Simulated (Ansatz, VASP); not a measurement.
**Cross-check of Sc2TeSe between VASP and Ansatz**

Aim: how closely do two programs agree when they are given the same cell, functional and k mesh? The cell is invented: Sites of the ScTe structure (space group 194) filled with other elements, volume scaled by an estimate. It may not be a known or stable phase.

Calculated with Ansatz 0.2.0; plane waves, with VASP 6.6.1 beside it; relaxation of cell and atoms at PBE.

## 1. The starting structure

The structure is trigonal, space group P-3m1 (No. 164). Conventional cell: a = 4.006 Å, b = 4.006 Å, c = 13.090 Å, α = 90.00°, β = 90.00°, γ = 120.00°. Te has 6 Sc at 2.83 Å nearest. Se has 6 Sc at 2.83 Å nearest. Sc has 6 Se at 2.83 Å nearest. Nearest to Sc lie 6 Te at 2.83 Å. Nearest to Sc lie 3 Se at 2.83 Å and 3 Te at 2.83 Å. Sites of the ScTe structure (space group 194) filled with other elements, volume scaled by an estimate. Farther neighbours and most contacts between anions are not listed.

Coordinates:

```cif
data_structure
_symmetry_space_group_name_H-M 'P 1'
_symmetry_Int_Tables_number 1
_cell_length_a 4.0057
_cell_length_b 4.0057
_cell_length_c 13.0899
_cell_angle_alpha 90.000
_cell_angle_beta 90.000
_cell_angle_gamma 120.000
_cell_volume 181.90
loop_
_atom_site_label
_atom_site_type_symbol
_atom_site_fract_x
_atom_site_fract_y
_atom_site_fract_z
_atom_site_occupancy
Te1 Te 0.33333 0.66667 0.12500 1
Te2 Te 0.66667 0.33333 0.87500 1
Se3 Se 0.33333 0.66667 0.62500 1
Se4 Se 0.66667 0.33333 0.37500 1
Sc5 Sc 0.00000 0.00000 0.50000 1
Sc6 Sc 0.00000 0.00000 0.00000 1
Sc7 Sc 0.00000 0.00000 0.75000 1
Sc8 Sc 0.00000 0.00000 0.25000 1
```

## 2. VASP: relaxation of cell and atoms, PBE

The relaxed volume is the usual yardstick between codes: its relative difference is about their pressure difference at one cell divided by the bulk modulus.

Lines of VASP's logs that name or quote its potential files are left out, and so is its time.

Input file INCAR:

```
SYSTEM = Sc2TeSe
PREC = Accurate
ENCUT = 400
EDIFF = 1E-06
NELM = 100
ISMEAR = -1
SIGMA = 0.05
LREAL = .FALSE.
ALGO = Normal
GGA = PE
NBANDS = 42
LORBIT = 11
LWAVE = .FALSE.
LCHARG = .FALSE.
KPAR = 4
IBRION = 2
NSW = 60
ISIF = 3
EDIFFG = -0.01
```

Input file POSCAR:

```
Sc2TeSe
1.0
    4.0056990000      0.0000000000      0.0000000000
   -2.0028490000      3.4690370000      0.0000000000
    0.0000000000      0.0000000000     13.0899470000
Te Se Sc
2 2 4
Direct
    0.3333333300      0.6666666700      0.1250000000
    0.6666666700      0.3333333300      0.8750000000
    0.3333333300      0.6666666700      0.6250000000
    0.6666666700      0.3333333300      0.3750000000
    0.0000000000      0.0000000000      0.5000000000
    0.0000000000      0.0000000000      0.0000000000
    0.0000000000      0.0000000000      0.7500000000
    0.0000000000      0.0000000000      0.2500000000
```

Input file KPOINTS:

```
Automatic mesh
0
Gamma
7 7 2
0 0 0
```

The projector-augmented-wave data sets are Te, Se and Sc_sv (PBE family, release 64).

Run with:

```bash
> mpirun -np 4 vasp_std
```

Numbers of over 12 decimals in the logs are rounded to 6 here.

Log:

```text
[banner, memory and clock lines left out]
running    4 mpi-ranks, on    1 nodes
 distrk:  each k-point on    1 cores,    4 groups
 distr:  one band on    1 cores,    1 groups

 POSCAR found type information on POSCAR TeSeSc
 POSCAR found :  3 types and       8 ions
 LDA part: xc-table for (Slater+PW92), standard interpolation
 POSCAR, INCAR and KPOINTS ok, starting setup
 FFT: planning ... GRIDC
 FFT: planning ... GRID_SOFT
 FFT: planning ... GRID
 WAVECAR not read
 entering main loop
       N       E                     dE             d eps       ncg     rms          rms(c)
DAV:   1     0.947291795842E+03    0.94729E+03   -0.25501E+04  1400   0.129E+03
DAV:   2     0.671416674746E+02   -0.88015E+03   -0.86830E+03  1768   0.616E+02
DAV:   3    -0.453611598094E+02   -0.11250E+03   -0.10991E+03  2284   0.216E+02
DAV:   4    -0.526260306799E+02   -0.72649E+01   -0.71605E+01  2176   0.527E+01
DAV:   5    -0.528352426984E+02   -0.20921E+00   -0.20630E+00  2176   0.115E+01    0.153E+01
DAV:   6    -0.491136857289E+02    0.37216E+01   -0.18348E+01  1992   0.273E+01    0.624E+00
DAV:   7    -0.492723839252E+02   -0.15870E+00   -0.78264E+00  2168   0.127E+01    0.516E+00
DAV:   8    -0.488781066193E+02    0.39428E+00   -0.42156E+00  2080   0.924E+00    0.231E+00
DAV:   9    -0.488800835755E+02   -0.19770E-02   -0.68573E-01  2096   0.441E+00    0.127E+00
DAV:  10    -0.488511130663E+02    0.28971E-01   -0.21948E-01  2062   0.289E+00    0.379E-01
DAV:  11    -0.488517050615E+02   -0.59200E-03   -0.11509E-02  2200   0.654E-01    0.226E-01
DAV:  12    -0.488518246018E+02   -0.11954E-03   -0.12345E-03  2128   0.267E-01    0.893E-02
DAV:  13    -0.488518538908E+02   -0.29289E-04   -0.26771E-04  1976   0.103E-01    0.294E-02
DAV:  14    -0.488518523843E+02    0.15066E-05   -0.46160E-05  2168   0.430E-02    0.169E-02
DAV:  15    -0.488518513071E+02    0.10772E-05   -0.11705E-05  1576   0.208E-02    0.898E-03
DAV:  16    -0.488518504540E+02    0.85307E-06   -0.18520E-06  1152   0.696E-03
   1 F= -.48851850E+02 E0= -.48834510E+02  d E =-.488519E+02
[... from here on, the cycles between the ionic steps are left out ...]
   2 F= -.49012955E+02 E0= -.48995314E+02  d E =-.161105E+00
   3 F= -.49014307E+02 E0= -.48996829E+02  d E =-.162457E+00
   4 F= -.49112884E+02 E0= -.49096061E+02  d E =-.985767E-01
   5 F= -.49192574E+02 E0= -.49175494E+02  d E =-.178267E+00
   6 F= -.49193346E+02 E0= -.49176033E+02  d E =-.179040E+00
   7 F= -.49227563E+02 E0= -.49209644E+02  d E =-.342160E-01
   8 F= -.49231720E+02 E0= -.49213385E+02  d E =-.383733E-01
   9 F= -.49237455E+02 E0= -.49220006E+02  d E =-.573547E-02
 trial-energy change:   -0.005735  1 .order   -0.005510   -0.020445    0.009425
 step:   1.0369(harm=  1.0226)  dis= 0.01469  next Energy=   -49.238890 (dE=-0.717E-02)
 bond charge predicted
       N       E                     dE             d eps       ncg     rms          rms(c)
DAV:   1    -0.492471828609E+02   -0.97273E-02   -0.42104E-01  1890   0.600E+00    0.705E-01
DAV:   2    -0.492404093211E+02    0.67735E-02   -0.40701E-02  2032   0.175E+00    0.244E-01
DAV:   3    -0.492400921941E+02    0.31713E-03   -0.16505E-02  2064   0.618E-01    0.187E-01
DAV:   4    -0.492390382397E+02    0.10540E-02   -0.11449E-02  2048   0.490E-01    0.967E-02
DAV:   5    -0.492389070408E+02    0.13120E-03   -0.10309E-03  2038   0.176E-01    0.489E-02
DAV:   6    -0.492388981756E+02    0.88652E-05   -0.11724E-04  2144   0.681E-02    0.359E-02
DAV:   7    -0.492388963157E+02    0.18600E-05   -0.71029E-05  2040   0.486E-02    0.173E-02
DAV:   8    -0.492388899955E+02    0.63202E-05   -0.30402E-05  1888   0.321E-02    0.326E-03
DAV:   9    -0.492388900774E+02   -0.81933E-07   -0.13654E-06  1152   0.102E-02
  10 F= -.49238890E+02 E0= -.49221187E+02  d E =-.717031E-02
 curvature:  -0.77 expect dE=-0.168E-02 dE for cont linesearch -0.128E-06
 trial: gam= 0.18901 g(F)=  0.147E-03 g(S)=  0.204E-02 ort =-0.585E-04 (trialstep = 0.140E+01)
 search vector abs. value=  0.290E-02
 bond charge predicted
       N       E                     dE             d eps       ncg     rms          rms(c)
DAV:   1    -0.492482846506E+02   -0.93947E-02   -0.68489E-01  1866   0.916E+00    0.706E-01
DAV:   2    -0.492435434985E+02    0.47412E-02   -0.70847E-02  2046   0.252E+00    0.345E-01
DAV:   3    -0.492432875163E+02    0.25598E-03   -0.42148E-02  2216   0.106E+00    0.303E-01
[... the rest is left out ...]
```

OUTCAR, selected parts (step 2):

```text
ion  position               nearest neighbor table
   1  0.333  0.667  0.125-   6 2.83   8 2.83   6 2.83   8 2.83   6 2.83   8 2.83
   2  0.667  0.333  0.875-   6 2.83   7 2.83   6 2.83   7 2.83   6 2.83   7 2.83
   3  0.333  0.667  0.625-   5 2.83   7 2.83   5 2.83   7 2.83   5 2.83   7 2.83
   4  0.667  0.333  0.375-   5 2.83   8 2.83   5 2.83   8 2.83   5 2.83   8 2.83
   5  0.000  0.000  0.500-   3 2.83   4 2.83   3 2.83   4 2.83   4 2.83   3 2.83   7 3.27   8 3.27

  LATTYP: Found a hexagonal cell.
 ALAT       =     4.0056990000
 C/A-ratio  =     3.2678309079

 Subroutine GETGRP returns: Found 12 space group operations
 (whereof 12 operations were pure point group operations)

The static configuration has the point symmetry D_3d.

 Found     16 irreducible k-points:

   k-points           NKPTS =     16   k-points in BZ     NKDIM =     16   number of bands    NBANDS=     42

   dimension x,y,z NGX =    28 NGY =   28 NGZ =   90
   dimension x,y,z NGXF=    56 NGYF=   56 NGZF=  180

   ENCUT  =  400.0 eV  29.40 Ry    5.42 a.u.   6.53  6.53 21.35*2*pi/ulx,y,z

   NELECT =      68.0000    total number of electrons

 k-points in reciprocal lattice and weights: Automatic mesh
   0.00000000  0.00000000  0.00000000       0.010
   0.14285714 -0.00000000  0.00000000       0.061
   0.28571429  0.00000000  0.00000000       0.061
   0.42857143  0.00000000  0.00000000       0.061
   0.14285714  0.14285714  0.00000000       0.061
   0.28571429  0.14285714  0.00000000       0.122
   0.42857143  0.14285714  0.00000000       0.061
   0.28571429  0.28571429  0.00000000       0.061
   0.00000000  0.00000000  0.50000000       0.010
[...]
0.42857143  0.14285714  0.50000000       0.061
   0.28571429  0.28571429  0.50000000       0.061

 average (electrostatic) potential at core
       1 -88.4434       2 -88.4434       3 -52.8848       4 -52.8848       5 -45.3599
       6 -45.0545       7 -45.2008       8 -45.2008

 E-fermi :   6.6380

 k-point     1 :       0.0000    0.0000    0.0000
  band No.  band energies     occupation
    ...
     29       4.2732      2.00000
     30       4.2942      2.00000
     31       5.3166      2.00000
     32       5.3166      2.00000
     33       5.5864      2.00000
     34       6.8244      0.04699
     35       6.8244      0.04699
     36       6.8843      0.01440
     37       6.8843      0.01440
     38       6.9990      0.00146
    ...

 k-point     2 :       0.1429   -0.0000    0.0000
  band No.  band energies     occupation
    ...
     29       3.8696      2.00000
     30       4.0057      2.00000
     31       4.1658      2.00000
     32       4.8555      2.00000
     33       5.7441      2.00000
     34       6.8375      0.03632
     35       6.9609      0.00313
     36       7.0610      0.00042
     37       7.1211      0.00013
     38       7.2414      0.00001
    ...

 k-point     3 :       0.2857    0.0000    0.0000
  band No.  band energies     occupation
    ...
     31       3.9094      2.00000
     32       4.2918      2.00000
     33       5.6953      2.00000
     34       6.4028      1.98204
     35       6.4292      1.96978
     36       7.2865      0.00000
     37       7.4192      0.00000
     38       7.5069      0.00000
     39       7.6397      0.00000
     40       7.6619      0.00000
    ...

  Total       -0.0182946     -0.0182946     -0.0218734     -0.0000000      0.0000000     -0.0000000
  in kB       -0.1580861     -0.1580861     -0.1890116     -0.0000000      0.0000000     -0.0000000
  external PRESSURE =      -0.1683946 kB  Pullay stress =       0.0000000 kB

  energy-cutoff  :      400.00
  volume of cell :      185.41
      direct lattice vectors                 reciprocal lattice vectors
     3.932296516 -0.000000012 -0.000000000     0.254304323  0.146822637  0.000000000
    -1.966147778  3.405468596 -0.000000000     0.000000001  0.293645345  0.000000000
    -0.000000000 -0.000000000 13.845733818     0.000000000  0.000000000  0.072224413

 POSITION                                       TOTAL-FORCE (eV/Angst)
 -----------------------------------------------------------------------------------
      0.00000      2.27031      1.84507         0.000000      0.000000     -0.003312
      1.96615      1.13516     12.00067        -0.000000     -0.000000      0.003312
      0.00000      2.27031      8.53712        -0.000000     -0.000000      0.005101
      1.96615      1.13516      5.30861         0.000000      0.000000     -0.005101
     -0.00000     -0.00000      6.92287         0.000000     -0.000000     -0.000000
      0.00000      0.00000      0.00000         0.000000     -0.000000     -0.000000
     -1.96615      3.40547     10.15778        -0.000000     -0.000000      0.005308
     -0.00000     -0.00000      3.68795         0.000000      0.000000     -0.005308
 -----------------------------------------------------------------------------------
    total drift:                               -0.000000      0.000000      0.000000

  FREE ENERGIE OF THE ION-ELECTRON SYSTEM (eV)
  ---------------------------------------------------
  free  energy   TOTEN  =       -49.2408989339 eV

  energy  without entropy=      -49.2051589311  energy(sigma->0) =      -49.22302893

 reached required accuracy - stopping structural energy minimisation

 total charge
# of ion       s       p       d       tot
------------------------------------------
    1        1.336   2.137   0.047   3.520
    2        1.336   2.137   0.047   3.520
    3        1.429   2.451   0.038   3.918
    4        1.429   2.451   0.038   3.918
    5        2.156   6.111   1.128   9.395
    6        2.153   6.106   1.155   9.414
    7        2.153   6.109   1.142   9.404
    8        2.153   6.109   1.142   9.404
--------------------------------------------------
tot         14.145  33.611   4.737  52.493

[... 3 further parts left out ...]
```

CONTCAR:

```
Sc2TeSe
   1.00000000000000
     3.9322965164041599   -0.0000000117840252   -0.0000000000000000
    -1.9661477775696015    3.4054685959517381   -0.0000000000000000
    -0.0000000000000000   -0.0000000000000000   13.8457338182039873
  Te              Se              Sc
     2     2     4
Direct
     0.3333333300000021    0.6666666699999979    0.1332587581817697
     0.6666666699999979    0.3333333300000021    0.8667412418182301
     0.3333333300000021    0.6666666699999979    0.6165885957290904
     0.6666666699999979    0.3333333300000021    0.3834114042709094
     0.0000000000000000    0.0000000000000000    0.5000000000000000
     0.0000000000000000    0.0000000000000000    0.0000000000000000
     0.0000000000000000    1.0000000000000000    0.7336398979164186
     0.0000000000000000    0.0000000000000000    0.2663601020835816
```

[end of part 1 of 2]

[Lines on the potential files, build, host, timing and source positions are cut from VASP's logs without a mark.]

[Logs are printed without paths, hosts, clocks, repeated set-up lines and the standing remarks that a program may print on its own settings, such as how far it seeks lower states.]

[Hosts, paths, dates, database ids (printed as entryN), source tags and the programs' standing remarks are cut or masked in the printed files.]
